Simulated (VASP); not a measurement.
Data:

```
Co
1.0
    1.18771    -2.05717     0.00000
    1.18771     2.05717     0.00000
    0.00000     0.00000     3.82956
Co
2
Direct
  0.33333   0.66667   0.25000
  0.66667   0.33333   0.75000
```
Starting moments (μB, in the order of the record's atoms Co Co): 1.5 1.5.

The numbers are results of LDA (Ceperley-Alder, Perdew-Zunger), VASP's LDA PAW potentials (set 64) (plane waves; VASP 6.6.1), not measurements. Numerical set-up: 500 eV cut-off, 17×17×10 Γ-centred mesh, first-order Methfessel-Paxton smearing of 0.10 eV, potentials Co.

Energy and stress use the plane-wave basis of the starting cell.

Task: The ions, cell shape and volume at an external pressure of 30.0 GPa are relaxed. Give the cell that the relaxation ends in.

Result: 
```
Co
1.0
    1.17588    -2.03669     0.00000
    1.17588     2.03669     0.00000
    0.00000     0.00000     3.79174
Co
2
Direct
  0.33333   0.66667   0.25000
  0.66667   0.33333   0.75000
```
Space group P6_3/mmc (194), at a tolerance of 0.03 Å. The cell ends with 2.64 μB, on the sites 1.30 1.30 μB.

Task: How do energy and volume change from the first to the last step?

Result: The energy (σ→0) changes by +43.4 meV/atom and the volume by -2.9 %, in 5 ionic steps.

```csv
step,E(σ→0) (eV),max force (eV/Å),pressure (GPa),volume (Å³)
1,-16.1799,0.000,19.93,18.71
2,-15.8489,0.000,48.45,17.17
3,-16.0960,0.000,29.55,18.18
4,-16.0910,0.000,30.13,18.15
5,-16.0931,0.000,29.91,18.16
```

The compound is Co in the hcp structure. This run relaxes it under an external pressure of 30 GPa. Symmetry was kept, so distortions that lower it aren't found.
